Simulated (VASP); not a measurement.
VASP input:

### POSCAR
```
LiF
1
    2.7831566305     0.0000000000     0.0000000000
   -1.3915783153     2.4102838449     0.0000000000
    0.0000000000    -0.0000000000     4.8044513760
Li F
2 2
Direct
  0.0000000000   0.0000000000   0.0000000000
  0.0000000000   0.0000000000   0.5000000000
  0.3333330000   0.6666670000   0.2500000000
  0.6666670000   0.3333330000   0.7500000000
```

**INCAR**
```
SYSTEM  =  LiF
PREC  =  Accurate; ENCUT  =  520; LREAL  =  .FALSE.
LASPH  =  .TRUE.
EDIFF  =  1E-7; NELM  =  100; ALGO  =  Normal
ISMEAR  =  -5
GGA  =  PS
ISIF  =  2
LWAVE  =  .FALSE.; LCHARG  =  .TRUE.; LORBIT  =  11
NEDOS  =  601
```

KPOINTS:
```
Automatic mesh
0
Gamma
10 10 5
0 0 0
```

POTCAR, in this order: Li_sv F (PBE.64 set). Program: vasp_std.

Problem. Translate this PBEsol calculation to Ansatz.

Solution. One equivalent input (not run):
Ansatz 0.2 input:
```yaml
crystal:
  lattice:
    - [2.7831566, 0.0000000, 0.0000000]
    - [-1.3915783, 2.4102838, 0.0000000]
    - [0.0000000, 0.0000000, 4.8044514]
  atoms:
    - { symbol: Li, position: [0.0000000, 0.0000000, 0.0000000] }
    - { symbol: Li, position: [0.0000000, 0.0000000, 0.5000000] }
    - { symbol: F, position: [0.3333330, 0.6666670, 0.2500000] }
    - { symbol: F, position: [0.6666670, 0.3333330, 0.7500000] }
kpoints:
  mp_grid: { grid: [10, 10, 5] }
hamiltonian:
  xc: pbesol
  pseudopotentials: { kind: paw }
scf:
  occupations: { method: tetrahedron }
  max_iter: 100
output: { forces: true, stress: true, eigenvalues: true }
```
Limits of the translation: each code has its own PAW files, so the cut-off isn't converted (ENCUT is set for VASP's; basis.ecutwfc is left out, and Ansatz then takes the one that its files recommend); Ansatz stops its SCF on the density residual and VASP on the energy change (EDIFF).

The structure was generated: LiF was put into the NiAs type type (P6_3/mmc), which need not be its known phase. It was relaxed first.
